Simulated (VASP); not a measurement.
These are PBEsol GGA, VASP's PBE PAW potentials (set 64) (plane waves; VASP) values and carry that method's errors.

VASP ran on this input.

### INCAR
```
SYSTEM = PtSe2
PREC = Accurate
ENCUT = 400
EDIFF = 1E-7
NELM = 100
ALGO = Normal
LREAL = .FALSE.
LASPH = .TRUE.
ISMEAR = -5
GGA = PS
LMAXMIX = 6
LWAVE = .FALSE.
LCHARG = .TRUE.
LORBIT = 11
NEDOS = 601
ISIF = 2
```

POSCAR:
```
PtSe2
1.0
  1.8811031695  -3.2581665141   0.0000000000
  1.8811031695   3.2581665141   0.0000000000
  0.0000000000   0.0000000000   4.8615189668
Pt Se
1 2
Cart
  1.8811031695   3.2581665141   0.0000000000
  1.8811031695   1.0860576768   1.2669553485
  1.8811031695  -1.0860576768   3.5945636183
```

KPOINTS:
```
Automatic mesh
0
Gamma
13 13 9
0 0 0
```

POTCAR, in this order: Pt Se (PBE.64 set). Program: vasp_std.

The resulting files:

File OUTCAR:
```
 ion  position               nearest neighbor table
   1  0.000  0.000  0.000-   2 2.51   3 2.51   3 2.51   2 2.51   3 2.51   2 2.51
   2  0.333  0.667  0.261-   1 2.51   1 2.51   1 2.51
   3  0.667  0.333  0.739-   1 2.51   1 2.51   1 2.51
  LATTYP: Found a hexagonal cell.
 ALAT       =     3.7622065557
 C/A-ratio  =     1.2921988452
 Subroutine PRICEL returns:
 Original cell was already a primitive cell.
 Subroutine GETGRP returns: Found 12 space group operations
The static configuration has the point symmetry D_3d.
The dynamic configuration has the point symmetry D_3d.
 Subroutine INISYM returns: Found 12 space group operations
 Subroutine IBZKPT returns following result:
 Found    161 irreducible k-points:

 Following reciprocal coordinates:
            Coordinates               Weight
  0.000000  0.000000  0.000000      1.000000
  0.076923  0.000000  0.000000      6.000000
  0.153846 -0.000000  0.000000      6.000000
  0.230769  0.000000  0.000000      6.000000
  0.307692 -0.000000  0.000000      6.000000
  0.384615 -0.000000  0.000000      6.000000
  0.461538  0.000000  0.000000      6.000000
  0.076923  0.076923  0.000000      6.000000
  0.153846  0.076923  0.000000     12.000000
  0.230769  0.076923  0.000000     12.000000
  0.307692  0.076923  0.000000     12.000000
  0.384615  0.076923  0.000000     12.000000
  0.461538  0.076923  0.000000      6.000000
  0.153846  0.153846  0.000000      6.000000
  0.230769  0.153846  0.000000     12.000000
  0.307692  0.153846  0.000000     12.000000
  0.384615  0.153846  0.000000     12.000000
  0.230769  0.230769  0.000000      6.000000
  0.307692  0.230769  0.000000     12.000000
  0.384615  0.230769  0.000000      6.000000
  0.307692  0.307692  0.000000      6.000000
  0.000000  0.000000  0.111111      2.000000
...
```

**OSZICAR**
```
       N       E                     dE             d eps       ncg     rms          rms(c)
DAV:   1     0.947194953816E+02    0.94719E+02   -0.88535E+03  4966   0.104E+03
DAV:   2    -0.130008496323E+02   -0.10772E+03   -0.10598E+03  6230   0.214E+02
DAV:   3    -0.167095682641E+02   -0.37087E+01   -0.36950E+01  5741   0.429E+01
DAV:   4    -0.167357551352E+02   -0.26187E-01   -0.26190E-01  6027   0.391E+00
DAV:   5    -0.167360316163E+02   -0.27648E-03   -0.27655E-03  5866   0.379E-01    0.130E+01
DAV:   6    -0.161520631636E+02    0.58397E+00   -0.53879E+00  4893   0.225E+01    0.776E+00
DAV:   7    -0.159336314764E+02    0.21843E+00   -0.10119E+00  4893   0.107E+01    0.377E+00
DAV:   8    -0.159086939584E+02    0.24938E-01   -0.73278E-02  5208   0.199E+00    0.876E-01
DAV:   9    -0.159061695017E+02    0.25245E-02   -0.95167E-03  5600   0.102E+00    0.201E-01
DAV:  10    -0.159062163104E+02   -0.46809E-04   -0.12540E-03  5341   0.269E-01    0.375E-02
DAV:  11    -0.159062718978E+02   -0.55587E-04   -0.53584E-05  6006   0.740E-02    0.202E-02
DAV:  12    -0.159062556131E+02    0.16285E-04   -0.51920E-06  5145   0.187E-02    0.382E-03
DAV:  13    -0.159062512668E+02    0.43464E-05   -0.70050E-07  6286   0.667E-03    0.120E-03
DAV:  14    -0.159062499711E+02    0.12957E-05   -0.65755E-08  2709   0.217E-03    0.458E-04
DAV:  15    -0.159062498427E+02    0.12842E-06   -0.98253E-09  2555   0.725E-04    0.129E-04
DAV:  16    -0.159062498702E+02   -0.27564E-07   -0.13084E-09  2471   0.284E-04
   1 F= -.15906250E+02 E0= -.15906250E+02  d E =0.000000E+00
```

File OUTCAR:
```
------------------------ aborting loop because EDIFF is reached ----------------------------------------
  FORCE on cell =-STRESS in cart. coord.  units (eV):
  Direction    XX          YY          ZZ          XY          YZ          ZX
  --------------------------------------------------------------------------------------
  Total       -0.0321146     -0.0321146      0.0190727      0.0000000      0.0000000      0.0000000
  in kB       -0.8634271     -0.8634273      0.5127839      0.0000000      0.0000000      0.0000000
  external PRESSURE =      -0.4046902 kB  Pullay stress =       0.0000000 kB
  volume of cell :       59.59
      direct lattice vectors                 reciprocal lattice vectors
     1.881103170 -3.258166514  0.000000000     0.265801477 -0.153460542  0.000000000
     1.881103170  3.258166514  0.000000000     0.265801477  0.153460542  0.000000000
     0.000000000  0.000000000  4.861518967     0.000000000  0.000000000  0.205697027
 POSITION                                       TOTAL-FORCE (eV/Angst)
 -----------------------------------------------------------------------------------
      0.00000      0.00000      0.00000         0.000000      0.000000     -0.000000
      1.88110      1.08606      1.26696        -0.000000     -0.000000      0.013515
      1.88110     -1.08606      3.59456         0.000000      0.000000     -0.013515
 -----------------------------------------------------------------------------------
    total drift:                                0.000000     -0.000000      0.000000
  FREE ENERGIE OF THE ION-ELECTRON SYSTEM (eV)
  ---------------------------------------------------
  free  energy   TOTEN  =       -15.9062498702 eV

  energy  without entropy=      -15.9062498702  energy(sigma->0) =      -15.90624987

 total charge

# of ion       s       p       d       tot
------------------------------------------
    1        0.675   0.689   8.030   9.394
    2        1.488   2.211   0.071   3.770
    3        1.488   2.211   0.071   3.770
--------------------------------------------------
tot          3.651   5.111   8.172  16.934
```
(Selected blocks of OUTCAR.)

**OUTCAR**
```
 val. band max:        6.7943489779   @ k =  -0.0000   0.1538   0.2222

 cond. band min:       6.5111755655   @ k =  -0.0769   0.3846   0.2222


 Fermi energy:         6.6218559937

 k-point     1 :       0.0000    0.0000    0.0000
  band No.  band energies     occupation
      1      -9.1541      2.00000
      2      -6.0764      2.00000
      3      -0.6146      2.00000
      4       0.2045      2.00000
      5       0.2045      2.00000
      6       2.6886      2.00000
      7       2.6886      2.00000
      8       4.0778      2.00000
      9       5.5324      2.00000
     10       5.5324      2.00000
     11       7.3022     -0.00891
     12       7.7480      0.00000
     13       7.7480      0.00000
     14       9.8228      0.00000
     15      10.6052      0.00000

 k-point     2 :       0.0769    0.0000    0.0000
  band No.  band energies     occupation
      1      -9.0890      2.00000
      2      -6.1138      2.00000
      3      -0.5344      2.00000
      4       0.2473      2.00000
      5       0.2657      2.00000
      6       2.6019      2.00000
      7       2.6412      2.00000
      8       3.9355      2.00000
      9       5.2535      2.00000
     10       5.4397      2.00000
     11       6.8430      0.21048
     12       7.8139      0.00000
     13       7.9457      0.00000
     14      10.2969      0.00000
     15      11.0034      0.00000

 k-point     3 :       0.1538   -0.0000    0.0000
  band No.  band energies     occupation
      1      -8.8989      2.00000
      2      -6.2187      2.00000
      3      -0.3030      2.00000
      4       0.3686      2.00000
      5       0.4417      2.00000
      6       2.2727      2.00000
      7       2.5270      2.00000
      8       3.5350      2.00000
      9       4.8251      2.00000
     10       5.1675      2.00000
     11       6.1310      2.13102
     12       8.0116      0.00000
     13       8.1047      0.00000
     14      11.1319      0.00000
     15      11.8281      0.00000
...
```

Without a dispersion term in the relaxation, distances and binding between the weakly bound layers, chains or molecules are unreliable, and so is what depends on them. For a metal the tetrahedron method with Blöchl corrections gives inexact stress and forces. Unless said otherwise, spin-orbit coupling is left out, though it shifts the bands of the heavy elements here.

The compound is PtSe2 in the 1T layered structure. It was relaxed first.
